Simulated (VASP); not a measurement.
# ZnS (Wurtzite): the band gap, functional by functional, part 2 of 2

Aim: the gap of ZnS (Wurtzite) on one structure at many levels of theory. The starting structure is a measured crystal structure from the Crystallography Open Database. Cell and atoms stay as given. Meshes and data sets differ where the inputs say so.

VASP 6.6.1.

Results so far: LDA 1.987 eV; PBE 2.217 eV; r2SCAN 2.788 eV.

The database entry behind the starting cell has ideal inner coordinates that were not refined, so it need not match the best structure at ambient conditions.

### Step 5. Bands with TB-mBJ

Level of this step: TB-mBJ; plane waves and PAW (Zn, S) (VASP).

TB-mBJ is a local potential fitted to gaps: it costs far less than a hybrid but gives no energy. Its energies, forces and stress mean nothing.

Input file INCAR:

```
SYSTEM = ZnS
PREC = Accurate
ENCUT = 350
EDIFF = 1E-06
NELM = 150
ISMEAR = 0
SIGMA = 0.03
LREAL = .FALSE.
ALGO = Normal
METAGGA = MBJ
LASPH = .TRUE.
NBANDS = 32
LORBIT = 11
LWAVE = .FALSE.
LCHARG = .FALSE.
KPAR = 8
```

Input file POSCAR:

```
ZnS
1.0
    3.8110000000      0.0000000000      0.0000000000
   -1.9055000000      3.3004228138      0.0000000000
    0.0000000000      0.0000000000      6.2340000000
Zn S
2 2
Direct
    0.3333333333      0.6666666667      0.5000000000
    0.6666666667      0.3333333333      0.0000000000
    0.3333333333      0.6666666667      0.8750000000
    0.6666666667      0.3333333333      0.3750000000
```

Input file KPOINTS:

```
Automatic mesh
0
Gamma
6 6 4
0 0 0
```

Input file KPOINTS_OPT:

```
Line mode
10
Line-mode
Reciprocal
  0.00000000   0.00000000   0.00000000 GAMMA
  0.50000000   0.00000000   0.00000000 M

  0.50000000   0.00000000   0.00000000 M
  0.33333333   0.33333333   0.00000000 K

  0.33333333   0.33333333   0.00000000 K
  0.00000000   0.00000000   0.00000000 GAMMA

  0.00000000   0.00000000   0.00000000 GAMMA
  0.00000000   0.00000000   0.50000000 A

  0.00000000   0.00000000   0.50000000 A
  0.50000000   0.00000000   0.50000000 L

  0.50000000   0.00000000   0.50000000 L
  0.33333333   0.33333333   0.50000000 H

  0.33333333   0.33333333   0.50000000 H
  0.00000000   0.00000000   0.50000000 A

  0.50000000   0.00000000   0.50000000 L
  0.50000000   0.00000000   0.00000000 M

  0.33333333   0.33333333   0.00000000 K
  0.33333333   0.33333333   0.50000000 H
```

Potentials, in the order of the species: Zn and S (PBE family, release 64).

On the command line:

```console
$ mpirun -np 8 vasp_std
```

Numbers of over 12 decimals in the logs are rounded to 6 here.

What it wrote:

```text
[banner, memory and clock lines left out]
running    8 mpi-ranks, on    1 nodes
[...]
[... a notice as in an earlier step ...]

 [... a notice as in an earlier step ...]

 LDA part: xc-table for (None), standard interpolation
 POSCAR, INCAR and KPOINTS ok, starting setup
[...]
entering main loop
       N       E                     dE             d eps       ncg     rms          rms(c)
DAV:   1     0.486245436861E+03    0.48625E+03   -0.12597E+04  1352   0.101E+03
DAV:   2     0.279566046314E+03   -0.20668E+03   -0.19284E+03  1384   0.257E+02
DAV:   3     0.257621566973E+03   -0.21944E+02   -0.21664E+02  1632   0.868E+01
DAV:   4     0.257174628608E+03   -0.44694E+00   -0.44657E+00  1544   0.128E+01
[...]
DAV:  61     0.262690351593E+03   -0.43410E-05   -0.53651E-12   672   0.283E-05    0.727E-06
DAV:  62     0.262690348480E+03   -0.31130E-05   -0.94437E-12   672   0.202E-05    0.227E-06
DAV:  63     0.262690349188E+03    0.70804E-06   -0.38702E-12   672   0.138E-05
   1 F= 0.26269035E+03 E0= 0.26269035E+03  d E =-.604054E-18
 Start KPOINTS_OPT (optional k-point list driver)
k-point batch [1-21\90]
       N       E                     dE             ncg
DAV:   1     0.292659234362E+04   -0.12979E+05     1352
DAV:   2    -0.160727001707E+04   -0.45339E+04     1376
DAV:   3    -0.206051706909E+04   -0.45325E+03     1616
DAV:   4    -0.206793309240E+04   -0.74160E+01     1528
DAV:   5    -0.206798130709E+04   -0.48215E-01     1608
DAV:   6    -0.206798188146E+04   -0.57437E-03     1520
DAV:   7    -0.206798189049E+04   -0.90324E-05     1632
DAV:   8    -0.206798189064E+04   -0.14374E-06     1152
[...]
k-point batch [85-90\90]
       N       E                     dE             ncg
DAV:   1     0.151606935733E+05   -0.55715E+04      384
DAV:   2     0.138842109485E+05   -0.12765E+04      384
DAV:   3     0.137584160076E+05   -0.12579E+03      464
DAV:   4     0.137564802466E+05   -0.19358E+01      472
DAV:   5     0.137564677590E+05   -0.12488E-01      456
DAV:   6     0.137564676091E+05   -0.14990E-03      464
DAV:   7     0.137564676069E+05   -0.22391E-05      464
DAV:   8     0.137564676069E+05   -0.33408E-07      352
```

The job ended after 59 s (8 MPI ranks of Intel Xeon Platinum 8259CL at 2.50GHz (Skylake/Cascade Lake), shared host; peak memory 1.8 GiB).

From OUTCAR (step 5):

```text
  Total     -184.5996555   -184.5996555   -184.6062897      0.0000000     -0.0000000      0.0000000
  in kB    -3771.9518601  -3771.9518600  -3772.0874179      0.0000000     -0.0000000      0.0000000
  external PRESSURE =   -3771.9970460 kB  Pullay stress =       0.0000000 kB

 POSITION                                       TOTAL-FORCE (eV/Angst)
 -----------------------------------------------------------------------------------
     -0.00000      2.20028      3.11700         0.000000     -0.000000     -0.007810
      1.90550      1.10014      0.00000        -0.000000      0.000000     -0.007810
     -0.00000      2.20028      5.45475         0.000000     -0.000000      0.007810
      1.90550      1.10014      2.33775         0.000000      0.000000      0.007810
 -----------------------------------------------------------------------------------
    total drift:                                0.000000      0.000001      0.010637

  FREE ENERGIE OF THE ION-ELECTRON SYSTEM (eV)
  ---------------------------------------------------
  free  energy   TOTEN  =       262.6903491884 eV

  energy  without entropy=      262.6903491884  energy(sigma->0) =      262.69034919

[... 2 parts as in an earlier step ...]

[... 1 further part left out ...]
[key lines of the parts left out:]
E-fermi :   2.5845
```

TB-mBJ gives a direct gap of 3.812 eV. The least gap is +1.825 eV from that of LDA.

### Step 6. Bands with HSE06

HSE06 mixes in a quarter of exact exchange at short range, at far higher cost; in semiconductors this cures much of the gap error, while metals seldom gain. This run uses a 4×4×3 mesh. Its starting orbitals come from a semilocal run on the same mesh, not shown.

Input file INCAR:

```
SYSTEM = ZnS
PREC = Accurate
ENCUT = 350
EDIFF = 1E-06
NELM = 100
ISMEAR = 0
SIGMA = 0.03
LREAL = .FALSE.
ALGO = Normal
LHFCALC = .TRUE.
AEXX = 0.25
GGA = PE
HFSCREEN = 0.2
LASPH = .TRUE.
NBANDS = 24
PRECFOCK = Fast
LORBIT = 11
LWAVE = .FALSE.
LCHARG = .FALSE.
KPAR = 4
```

POSCAR is that of step 5.

Input file KPOINTS:

```
Automatic mesh
0
Gamma
4 4 3
0 0 0
```

KPOINTS_OPT is that of step 5.

On the command line:

```console
$ mpirun -np 8 vasp_std
```

What it wrote:

```text
[banner, memory and clock lines left out]
running    8 mpi-ranks, on    1 nodes
[...]
[... a notice as in an earlier step ...]

 LDA part: xc-table for (Slater+PW92), standard interpolation
 found WAVECAR, reading the header
 POSCAR, INCAR and KPOINTS ok, starting setup
[...]
reading WAVECAR
 the WAVECAR file was read successfully
 initial charge from wavefunction
 entering main loop
       N       E                     dE             d eps       ncg     rms          rms(c)
DAV:   1    -0.168120657968E+02   -0.16812E+02   -0.30154E+00   456   0.402E+01    0.399E+00
DAV:   2    -0.167316838346E+02    0.80382E-01   -0.75019E-01   424   0.147E+01    0.239E+00
DAV:   3    -0.167281036382E+02    0.35802E-02   -0.88093E-02   480   0.405E+00    0.171E+00
DAV:   4    -0.167272318823E+02    0.87176E-03   -0.10325E-02   504   0.102E+00    0.103E+00
[...]
DAV:   9    -0.167267113763E+02    0.57589E-05   -0.34189E-06   440   0.123E-02    0.504E-02
DAV:  10    -0.167267093769E+02    0.19994E-05   -0.10839E-06   328   0.764E-03    0.267E-02
DAV:  11    -0.167267086150E+02    0.76188E-06   -0.58080E-07   312   0.555E-03
   1 F= -.16726709E+02 E0= -.16726709E+02  d E =-.162692E-21
 Start KPOINTS_OPT (optional k-point list driver)
k-point batch [1-8\90]
       N       E                     dE             ncg
DAV:   1     0.750607784212E+03   -0.20747E+04      384
DAV:   2    -0.122404130339E+04   -0.19746E+04      384
DAV:   3    -0.141547706672E+04   -0.19144E+03      440
DAV:   4    -0.142197200111E+04   -0.64949E+01      472
DAV:   5    -0.142208397316E+04   -0.11197E+00      480
DAV:   6    -0.142208665521E+04   -0.26820E-02      464
DAV:   7    -0.142208673803E+04   -0.82829E-04      464
DAV:   8    -0.142208674147E+04   -0.34365E-05      400
DAV:   9    -0.142208674167E+04   -0.19779E-06      312
[...]
k-point batch [89-90\90]
       N       E                     dE             ncg
DAV:   1     0.656089359018E+04   -0.20552E+04       96
DAV:   2     0.607476582884E+04   -0.48613E+03       96
DAV:   3     0.603174946590E+04   -0.43016E+02      128
DAV:   4     0.603055000136E+04   -0.11995E+01      120
DAV:   5     0.603053390487E+04   -0.16096E-01      112
DAV:   6     0.603053356204E+04   -0.34283E-03      112
DAV:   7     0.603053355252E+04   -0.95142E-05      112
DAV:   8     0.603053355222E+04   -0.29907E-06       80
```

It took 9.7 min on 8 MPI ranks; peak memory 2.3 GiB; 65 min of CPU time.

From OUTCAR (step 6):

```text
 POSITION                                       TOTAL-FORCE (eV/Angst)
 -----------------------------------------------------------------------------------
     -0.00000      2.20028      3.11700        -0.000000      0.000000      0.011259
      1.90550      1.10014      0.00000         0.000000     -0.000000      0.011259
     -0.00000      2.20028      5.45475         0.000000     -0.000000     -0.011259
      1.90550      1.10014      2.33775        -0.000000      0.000000     -0.011259
 -----------------------------------------------------------------------------------
    total drift:                               -0.000000      0.000001     -0.003185

  FREE ENERGIE OF THE ION-ELECTRON SYSTEM (eV)
  ---------------------------------------------------
  free  energy   TOTEN  =       -16.7267086150 eV

  energy  without entropy=      -16.7267086150  energy(sigma->0) =      -16.72670862

[... 1 part as in an earlier step ...]

[... 2 further parts left out ...]
[key lines of the parts left out:]
E-fermi :   1.6492
```

HSE06 gives a direct gap of 3.464 eV. The least gap is +1.478 eV from that of LDA, on another mesh, which alone can move a gap by some hundredths of an eV.

### Step 7. Bands with PBE0

PBE0 keeps a quarter of exact exchange at all ranges; it tends to overshoot small gaps. This run uses a 4×4×3 mesh. It starts from the orbitals of an earlier run, not shown.

Edit INCAR of step 6 so:

```diff
@@ -12,3 +12,2 @@
 GGA = PE
-HFSCREEN = 0.2
 LASPH = .TRUE.
@@ -16,2 +15,3 @@
 PRECFOCK = Fast
+HFRCUT = -1
 LORBIT = 11
```

POSCAR is that of step 6.

KPOINTS is that of step 6.

KPOINTS_OPT is that of step 6.

On the command line:

```console
$ mpirun -np 8 vasp_std
```

What it wrote:

```text
[banner, memory and clock lines left out]
running    8 mpi-ranks, on    1 nodes
[...]
[... a notice as in an earlier step ...]

 LDA part: xc-table for (Slater+PW92), standard interpolation
 found WAVECAR, reading the header
 POSCAR, INCAR and KPOINTS ok, starting setup
[...]
HFRCUT set to (new)   9.649600
 reading WAVECAR
 the WAVECAR file was read successfully
 initial charge from wavefunction
 entering main loop
       N       E                     dE             d eps       ncg     rms          rms(c)
DAV:   1    -0.178671579442E+02   -0.17867E+02   -0.27980E+00   464   0.391E+01    0.379E+00
DAV:   2    -0.178103056501E+02    0.56852E-01   -0.67613E-01   416   0.137E+01    0.237E+00
DAV:   3    -0.178059917210E+02    0.43139E-02   -0.92026E-02   480   0.428E+00    0.168E+00
DAV:   4    -0.178051583182E+02    0.83340E-03   -0.11465E-02   472   0.105E+00    0.101E+00
[...]
DAV:   9    -0.178046129504E+02    0.65187E-05   -0.41683E-06   432   0.122E-02    0.507E-02
DAV:  10    -0.178046105981E+02    0.23523E-05   -0.10640E-06   320   0.742E-03    0.268E-02
DAV:  11    -0.178046096456E+02    0.95250E-06   -0.55979E-07   312   0.561E-03
   1 F= -.17804610E+02 E0= -.17804610E+02  d E =-.238391E-17
 Start KPOINTS_OPT (optional k-point list driver)
k-point batch [1-8\90]
       N       E                     dE             ncg
DAV:   1     0.703420305760E+03   -0.21219E+04      384
DAV:   2    -0.133681982308E+04   -0.20402E+04      392
DAV:   3    -0.153184975369E+04   -0.19503E+03      432
DAV:   4    -0.153792279353E+04   -0.60730E+01      472
DAV:   5    -0.153802446338E+04   -0.10167E+00      480
DAV:   6    -0.153802685774E+04   -0.23944E-02      464
DAV:   7    -0.153802693059E+04   -0.72849E-04      456
DAV:   8    -0.153802693349E+04   -0.28997E-05      376
DAV:   9    -0.153802693369E+04   -0.19882E-06      312
[...]
k-point batch [89-90\90]
       N       E                     dE             ncg
DAV:   1     0.654597155485E+04   -0.20701E+04       96
DAV:   2     0.604620715350E+04   -0.49976E+03       96
DAV:   3     0.600237088142E+04   -0.43836E+02      128
DAV:   4     0.600120030364E+04   -0.11706E+01      120
DAV:   5     0.600118448924E+04   -0.15814E-01      112
DAV:   6     0.600118414248E+04   -0.34676E-03      112
DAV:   7     0.600118413263E+04   -0.98494E-05      112
DAV:   8     0.600118413231E+04   -0.31708E-06       80
```

The job ended after 10 min (8 MPI ranks; peak memory 1.6 GiB).

From OUTCAR (step 7):

```text
 POSITION                                       TOTAL-FORCE (eV/Angst)
 -----------------------------------------------------------------------------------
     -0.00000      2.20028      3.11700         0.000000     -0.000000      0.010778
      1.90550      1.10014      0.00000        -0.000000      0.000000      0.010778
     -0.00000      2.20028      5.45475         0.000000      0.000000     -0.010778
      1.90550      1.10014      2.33775        -0.000000     -0.000000     -0.010778
 -----------------------------------------------------------------------------------
    total drift:                               -0.000001      0.000001     -0.001530

  FREE ENERGIE OF THE ION-ELECTRON SYSTEM (eV)
  ---------------------------------------------------
  free  energy   TOTEN  =       -17.8046096456 eV

  energy  without entropy=      -17.8046096456  energy(sigma->0) =      -17.80460965

[... 2 parts as in an earlier step ...]

[... 1 further part left out ...]
[key lines of the parts left out:]
E-fermi :   1.2446
```

PBE0 gives a direct gap of 4.157 eV. The least gap is +2.170 eV from that of LDA, on another mesh, which alone can move a gap by some hundredths of an eV.

### Step 8. Bands with r2SCAN-EpsX

Here the share of exact exchange is set to the inverse of the computed dielectric constant, since screening weakens exchange. This run uses a 4×4×3 mesh. It starts from the orbitals of an earlier run, not shown.

Edit INCAR of step 7 so:

```diff
@@ -10,4 +10,4 @@
 LHFCALC = .TRUE.
-AEXX = 0.25
-GGA = PE
+AEXX = 0.165
+METAGGA = R2SCAN
 LASPH = .TRUE.
```

POSCAR is that of step 7.

KPOINTS is that of step 7.

KPOINTS_OPT is that of step 7.

On the command line:

```console
$ mpirun -np 8 vasp_std
```

What it wrote:

```text
[banner, memory and clock lines left out]
running    8 mpi-ranks, on    1 nodes
[...]
[... a notice as in an earlier step ...]

 [... a notice as in an earlier step ...]

 LDA part: xc-table for (None), standard interpolation
 found WAVECAR, reading the header
 POSCAR, INCAR and KPOINTS ok, starting setup
[...]
HFRCUT set to (new)   9.649600
 reading WAVECAR
 the WAVECAR file was read successfully
 initial charge from wavefunction
 entering main loop
       N       E                     dE             d eps       ncg     rms          rms(c)
DAV:   1    -0.367379193098E+02   -0.36738E+02   -0.38636E+00   448   0.386E+01    0.495E+00
DAV:   2    -0.366254564312E+02    0.11246E+00   -0.82036E-01   440   0.170E+01    0.275E+00
DAV:   3    -0.366380680371E+02   -0.12612E-01   -0.95689E-02   464   0.410E+00    0.189E+00
DAV:   4    -0.366390026528E+02   -0.93462E-03   -0.94135E-03   488   0.126E+00    0.113E+00
[...]
DAV:  10    -0.366388948071E+02   -0.21154E-05   -0.13347E-06   288   0.108E-02    0.426E-02
[...]
DAV:  12    -0.366388964453E+02   -0.59095E-06   -0.26852E-07   216   0.479E-03
   1 F= -.36638896E+02 E0= -.36638896E+02  d E =-.272925E-20
 Start KPOINTS_OPT (optional k-point list driver)
k-point batch [1-8\90]
       N       E                     dE             ncg
DAV:   1     0.683553304375E+03   -0.21418E+04      384
DAV:   2    -0.123807010078E+04   -0.19216E+04      392
DAV:   3    -0.141514569815E+04   -0.17708E+03      448
DAV:   4    -0.141981876660E+04   -0.46731E+01      496
DAV:   5    -0.141988830795E+04   -0.69541E-01      512
DAV:   6    -0.141988991145E+04   -0.16035E-02      496
DAV:   7    -0.141988996012E+04   -0.48666E-04      472
DAV:   8    -0.141988996194E+04   -0.18272E-05      392
DAV:   9    -0.141988996208E+04   -0.13742E-06      328
[...]
k-point batch [89-90\90]
       N       E                     dE             ncg
DAV:   1     0.654287377518E+04   -0.20732E+04       96
DAV:   2     0.607170234069E+04   -0.47117E+03      104
DAV:   3     0.603198326280E+04   -0.39719E+02      128
DAV:   4     0.603110065839E+04   -0.88260E+00      120
DAV:   5     0.603108938377E+04   -0.11275E-01      128
DAV:   6     0.603108913211E+04   -0.25165E-03      112
DAV:   7     0.603108912528E+04   -0.68353E-05      112
DAV:   8     0.603108912507E+04   -0.20407E-06       80
```

Wall time 9.1 min (8 MPI ranks); peak memory 1.6 GiB.

OUTCAR, selected parts (step 8):

```text
 POSITION                                       TOTAL-FORCE (eV/Angst)
 -----------------------------------------------------------------------------------
     -0.00000      2.20028      3.11700         0.000000      0.000000     -0.003382
      1.90550      1.10014      0.00000        -0.000000      0.000000     -0.003382
     -0.00000      2.20028      5.45475         0.000000     -0.000000      0.003382
      1.90550      1.10014      2.33775        -0.000000      0.000000      0.003382
 -----------------------------------------------------------------------------------
    total drift:                               -0.000000      0.000001     -0.090698

  FREE ENERGIE OF THE ION-ELECTRON SYSTEM (eV)
  ---------------------------------------------------
  free  energy   TOTEN  =       -36.6388964453 eV

  energy  without entropy=      -36.6388964453  energy(sigma->0) =      -36.63889645

[... 2 parts as in an earlier step ...]

[... 1 further part left out ...]
[key lines of the parts left out:]
E-fermi :   1.4376
```

r2SCAN-EpsX gives a direct gap of 3.919 eV. The least gap is +1.932 eV from that of LDA, on another mesh, which alone can move a gap by some hundredths of an eV.

### Step 9. Comparison

```csv
level,gap (eV),least direct gap (eV),mesh,core minutes
LDA,1.987,1.987,6×6×4,1.68
PBE,2.217,2.217,6×6×4,1.95
r2SCAN,2.788,2.788,6×6×4,5.73
TB-mBJ,3.812,3.812,6×6×4,7.87
HSE06,3.464,3.465,4×4×3,77.3
PBE0,4.157,4.157,4×4×3,81.3
r2SCAN-EpsX,3.919,3.919,4×4×3,72.9
```

Core minutes are wall time times ranks of the run shown, on a shared host.

### Step 10. What came out

| Item | Value |
| --- | --- |
| gap, LDA | 1.987 eV |
| gap, PBE | 2.217 eV |
| gap, r2SCAN | 2.788 eV |
| gap, TB-mBJ | 3.812 eV |
| gap, HSE06 | 3.464 eV |
| gap, PBE0 | 4.157 eV |
| gap, r2SCAN-EpsX | 3.919 eV |

Without spin-orbit coupling the gap of ZnS (Wurtzite) runs from 1.987 eV (LDA) to 4.157 eV (PBE0). HSE06 gives +1.25 eV from PBE, on another mesh, which alone can move a gap by some hundredths of an eV. TB-mBJ lies +0.35 eV from HSE06, on another mesh, which alone can move a gap by some hundredths of an eV. These are gaps between Kohn-Sham or generalised Kohn-Sham levels of a static lattice, without excitons or temperature. Further runs on this material are not shown.

[Lines on the potential files, build, host, timing and source positions are cut from VASP's logs without a mark.]

[Logs are printed without paths, hosts, clocks, repeated set-up lines and the standing remarks that a program may print on its own settings, such as how far it seeks lower states.]

[Hosts, paths, dates, database ids (printed as entryN), source tags and the programs' standing remarks are cut or masked in the printed files.]
